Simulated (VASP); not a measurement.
Consider the following.

```xyz
5
Lattice="2.8494 1.6451 2.3372 -2.8494 1.6451 2.3372 0.0000 -3.2902 2.3372" Properties=species:S:1:pos:R:3 pbc="T T T"
Ba     0.0000     0.0000     0.0025
Ti     0.0000     0.0000     3.6017
O     -1.3973     0.8067     4.5741
O      0.0000    -1.6135     4.5741
O      1.3973     0.8067     4.5741
```

Calculation: r2SCAN meta-GGA, VASP's PBE PAW potentials (set 64) (plane waves; VASP). Run with 520 eV cut-off, 7×7×7 Γ-centred mesh, Gaussian smearing of 0.010 eV, potentials Ba_sv Ti_sv O.

Task: Predict the energy per atom (σ→0).

Result: 
| Item | Value |
|---|---|
| energy per atom (σ→0) | -14.855 eV/atom |

Total energies compare only between runs with the same potentials, cut-off and functional.

The structure comes from a computed database's BaTiO3 entry (R3m); how it stands against other phases isn't given here. It was relaxed first.
